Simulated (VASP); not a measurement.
# SnBrCl3 in VASP: notebook, part 2 of 2

VASP 6.6.1.

## 3. Relaxation of cell and atoms, PBE

This run uses another cell than the first one, of 25.06 Å³/atom, 0.808 times its volume.

Contents of INCAR:

```
SYSTEM = SnBrCl3
PREC = Normal
ENCUT = 520
EDIFF = 1E-4
ISMEAR = 0
SIGMA = 0.15
LREAL = .FALSE.
LASPH = .TRUE.
NELM = 60
ALGO = Fast
ISIF = 3
LWAVE = .FALSE.
LCHARG = .FALSE.
GGA = PE
IBRION = 2
NSW = 24
EDIFFG = -0.08
```

Contents of KPOINTS:

```
Automatic mesh
0
G
  3 3 3
  0 0 0
```

Contents of POSCAR:

```
SnBrCl3
1.0
    3.5359818100     -3.5498434500      0.0000000000
    3.5359818100      3.5498434500      0.0000000000
   -0.0009750700      0.0000000000      4.9914615300
Sn Br Cl
1 1 3
Direct
    0.0086789900      0.9913210100      0.5000000000
    0.4981229900      0.5018770100      0.0000000000
    0.9969520000      0.5070850300      0.4812310000
    0.4929149700      0.0030480000      0.5187690000
    0.9845079900      0.0154920100      0.0000000000
```

Potentials or basis: VASP PAW PBE potentials, release 64 (Sn_d, Br, Cl).

Launch:

```console
$ cat potpaw_PBE.64/Sn_d/POTCAR potpaw_PBE.64/Br/POTCAR potpaw_PBE.64/Cl/POTCAR > POTCAR
$ mpirun -np 1 vasp_std > vasp.out
```

OUTCAR:

```text
SYSTEM = SnBrCl3
   PREC = Normal
   ENCUT = 520
   EDIFF = 1E-4
   ISMEAR = 0
   LREAL = .FALSE.
   LASPH = .TRUE.
   NELM = 60
   ISIF = 3
   GGA = PE
   IBRION = 2
   NSW = 24
   EDIFFG = -0.08

 ion  position               nearest neighbor table
   1  0.009  0.991  0.500-   3 2.43   4 2.43   5 2.50   5 2.50   3 2.59   4 2.59
   2  0.498  0.502  0.000-
   3  0.997  0.507  0.481-   1 2.43   1 2.59
   4  0.493  0.003  0.519-   1 2.43   1 2.59
   5  0.985  0.015  0.000-   1 2.50   1 2.50

  LATTYP: Found a base centered monoclinic cell.
 ALAT       =     7.0719636200
 B/A-ratio  =     1.0039201672
 C/A-ratio  =     0.7058098561
 COS(beta)  =    -0.0001953476

  Lattice vectors:

 A1 = (   3.5359818100,  -3.5498434500,   0.0000000000)
 A2 = (   3.5359818100,   3.5498434500,   0.0000000000)
 A3 = (  -0.0009750700,   0.0000000000,   4.9914615300)

Analysis of symmetry for initial positions (statically):
=====================================================================
 Subroutine PRICEL returns:
 Original cell was already a primitive cell.

 Routine SETGRP: Setting up the symmetry group for a
 base centered monoclinic supercell.

 Subroutine GETGRP returns: Found  2 space group operations
 (whereof  2 operations were pure point group operations)
 out of a pool of  4 trial point group operations.

The static configuration has the point symmetry C_2 .

Analysis of symmetry for dynamics (positions and initial velocities):
=====================================================================
 Subroutine PRICEL returns:
 Original cell was already a primitive cell.

 Routine SETGRP: Setting up the symmetry group for a
 base centered monoclinic supercell.

 Subroutine GETGRP returns: Found  2 space group operations
 (whereof  2 operations were pure point group operations)
 out of a pool of  4 trial point group operations.

[... 98 lines left out ...]
   ISYM   =      2    0-nonsym 1-usesym 2-fastsym
   POTIM  = 0.5000    time-step for ionic-motion
   TEBEG  =    0.0;   TEEND  =   0.0 temperature during run
   PSTRESS=    0.0 pullay stress
   NELECT =      42.0000    total number of electrons
   NUPDOWN=      -1.0000    fix difference up-down
   EMIN   =  10.00;   EMAX   =-10.00  energy-range for DOS
   EFERMI =   0.00;   METHOD = LEGACY
   ISMEAR =     0;   SIGMA  =   0.15  broadening in eV -4-tet -1-fermi 0-gaus
   EFERMI_NEDOS =   21; number of points for ismear=-14 and -15
   IALGO  =     68    algorithm
   IMIX   =      4    mixing-type and parameters
     AMIX     =   0.40;   BMIX     =  1.00
     AMIX_MAG =   1.60;   BMIX_MAG =  1.00
  volume/ion in A,a.u.               =      25.06       169.12
  Fermi-wavevector in a.u.,A,eV,Ry     =   1.137188  2.148974 17.595008  1.293197
  Thomas-Fermi vector in A             =   2.273893
   LORBIT       =      0    0 simple, 1 ext, 2 COOP (PROOUT), +10 PAW based schemes
   GGA     = PE    functional components
   LHFCALC =     F    Hartree Fock is set to
   AEXX    =    0.0000 exact exchange contribution
   IVDW    =     0    specifies the selected vdW correction
   LEPSILON=     F    determine dielectric tensor
   LRPA    =     F    only Hartree local field effects (RPA)
 conjugate gradient relaxation of ions
 non-spin polarized calculation
 RMM-DIIS sequential band-by-band and
 Gauss-broadening in eV      SIGMA  =   0.15
  energy-cutoff  :      520.00
  volume of cell :      125.31
 maximum number of plane-waves:      3407
   NGX = 19   NGY = 19   NGZ = 19

--------------------------------------- Ionic step        1  -------------------------------------------

 number of electron      41.9999975 magnetization

 Free energy of the ion-electron system (eV)
  ---------------------------------------------------
  ext. energy  EPLUGINS =         0.00000000
  ---------------------------------------------------
  free energy    TOTEN  =       -12.45939926 eV

  energy without entropy =      -12.34914458  energy(sigma->0) =      -12.40427192

------------------------ aborting loop because EDIFF is reached ----------------------------------------

  FORCE on cell =-STRESS in cart. coord.  units (eV):
  Direction    XX          YY          ZZ          XY          YZ          ZX
  --------------------------------------------------------------------------------------
  -------------------------------------------------------------------------------------
  Total        4.8700450      4.7817829      4.5587195      0.0000000      0.0000000      0.0621104
  in kB       62.2682423     61.1397265     58.2876441      0.0000000      0.0000000      0.7941412
  external PRESSURE =      60.5652043 kB  Pullay stress =       0.0000000 kB
[... 104 lines left out ...]
--------------------------------------- Ionic step        4  -------------------------------------------

 number of electron      41.9999990 magnetization

 Free energy of the ion-electron system (eV)
  ---------------------------------------------------
  ext. energy  EPLUGINS =         0.00000000
  ---------------------------------------------------
  free energy    TOTEN  =       -12.78988307 eV

  energy without entropy =      -12.64775002  energy(sigma->0) =      -12.71881654

 E-fermi :   0.9116     XC(G=0):  -8.3263

 val. band max:        0.9107231890   @ k =   0.3333   0.3333  -0.0000
 cond. band min:       0.9225199752   @ k =  -0.3333  -0.0000   0.3333
 fundamental gap:      0.0117967862
 Fermi energy:         0.9115965144

 k-point     1 :       0.0000    0.0000    0.0000
  band No.  band energies     occupation
      1     -20.5299      2.00000
      2     -20.5279      2.00000
      3     -20.4440      2.00000
      4     -20.4435      2.00000
      5     -20.4426      2.00000
      6     -13.9735      2.00000
[... 301 lines left out ...]
  FREE ENERGIE OF THE ION-ELECTRON SYSTEM (eV)
  ---------------------------------------------------
  free  energy   TOTEN  =       -12.7898830737 eV

  energy  without entropy=      -12.6477500158  energy(sigma->0) =      -12.71881654

 reached required accuracy - stopping structural energy minimisation
```

OSZICAR:

```text
N       E                     dE             d eps       ncg     rms          rms(c)
DAV:   1     0.428146203078E+03    0.42815E+03   -0.19394E+04   501   0.181E+03
DAV:   2     0.458507854098E+02   -0.38230E+03   -0.37549E+03   565   0.438E+02
DAV:   3    -0.114594981039E+02   -0.57310E+02   -0.56228E+02   608   0.157E+02
[... 34 lines left out ...]
DAV:   1    -0.127947096464E+02   -0.50430E-02   -0.10401E-01   693   0.326E+00    0.407E-01
RMM:   2    -0.127932484837E+02    0.14612E-02   -0.91723E-03   496   0.740E-01    0.471E-01
RMM:   3    -0.127905421296E+02    0.27064E-02   -0.18850E-03   564   0.244E-01    0.149E-01
RMM:   4    -0.127898764230E+02    0.66571E-03   -0.22637E-03   527   0.367E-01    0.551E-02
RMM:   5    -0.127898830737E+02   -0.66507E-05   -0.33161E-04   392   0.123E-01
   4 F= -.12789883E+02 E0= -.12718817E+02  d E =-.330484E+00
```

CONTCAR:

```text
SnBrCl3
   1.00000000000000
     3.7229311026121485   -3.7341241655795967    0.0023842673458707
     3.7229311026121485    3.7341241655795967    0.0023842673458707
     0.0023390572690529    0.0000000000000000    5.2384918563322103
  Sn              Br              Cl
     1     1     3
Direct
     0.0066480765998163    0.9933519234001837    0.5000000000000000
     0.4974596647896601    0.5025403352103399    0.0000000000000000
     0.9962266375435458    0.5033070335860372    0.4817858099751021
     0.4966929664139626    0.0037733624564542    0.5182141900248979
     0.9841495946530127    0.0158504053469873    0.0000000000000000

  0.00000000E+00  0.00000000E+00  0.00000000E+00
  0.00000000E+00  0.00000000E+00  0.00000000E+00
  0.00000000E+00  0.00000000E+00  0.00000000E+00
  0.00000000E+00  0.00000000E+00  0.00000000E+00
  0.00000000E+00  0.00000000E+00  0.00000000E+00
```

Wall time 26 s (1 thread of Intel Xeon 6975P-C (Granite Rapids), shared host); peak memory 0.18 GiB.

Results:

```yaml
Free_energy: -12.7899 eV
Relaxed_volume: 29.13 Å³/atom
Relaxed_cell: a = 5.273 Å, b = 5.273 Å, c = 5.238 Å, α = 89.96°, β = 89.96°, γ = 90.17°
Space_group_after_relaxing_to_0.05_Å: C2 (No. 5)
Energy_gained_by_relaxing: 66.1 meV/atom
Ionic_steps: 4
Pressure_after_relaxing: 0.1 GPa
Largest_force_after_relaxing: 0.044 eV/Å
Band_gap_on_the_k_mesh: none (metal or under the smearing width)
```

Forces on the atoms (eV/Å):
```
Sn   0.000 -0.040  0.000
Br   0.000  0.041  0.000
Cl   0.007  0.013  0.041
Cl  -0.007  0.013 -0.041
Cl   0.000 -0.027  0.000
```

The path:
| step | energy change (eV) | largest force (eV/Å) | pressure (GPa) | volume (Å³) |
| --- | --- | --- | --- | --- |
| 1 | 0.0000 | 0.3602 | 6.06 | 125.31 |
| 2 | -0.3272 | 0.0755 | 0.74 | 143.29 |
| 3 | -0.3303 | 0.0986 | -0.16 | 146.22 |
| 4 | -0.3305 | 0.0437 | 0.07 | 145.65 |

Final structure:
```cif
data_structure
_symmetry_space_group_name_H-M 'P 1'
_symmetry_Int_Tables_number 1
_cell_length_a 5.2729
_cell_length_b 5.2729
_cell_length_c 5.2385
_cell_angle_alpha 89.956
_cell_angle_beta 89.956
_cell_angle_gamma 90.172
_cell_volume 145.65
loop_
_atom_site_label
_atom_site_type_symbol
_atom_site_fract_x
_atom_site_fract_y
_atom_site_fract_z
_atom_site_occupancy
Sn1 Sn 0.00665 0.99335 0.50000 1
Br1 Br 0.49746 0.50254 0.00000 1
Cl1 Cl 0.99623 0.50331 0.48179 1
Cl2 Cl 0.49669 0.00377 0.51821 1
Cl3 Cl 0.98415 0.01585 0.00000 1
```

Levels at points of the mesh, in eV from the Fermi level:
```csv
k point,band 18,band 19,band 20,band 21,band 22,band 23,band 24,band 25
"(0.00, 0.00, 0.00)",-1.64,-1.63,0.01,0.02,0.02,6.62,7.01,7.23
```

Caveat: the k mesh is coarse (spacing up to 0.42 Å⁻¹), so the values aren't converged; the volume moved by over 15 % at a fixed basis, so the end points are rough; the relaxation stopped at a loose force limit of 0.08 eV/Å, so its end isn't a converged minimum.
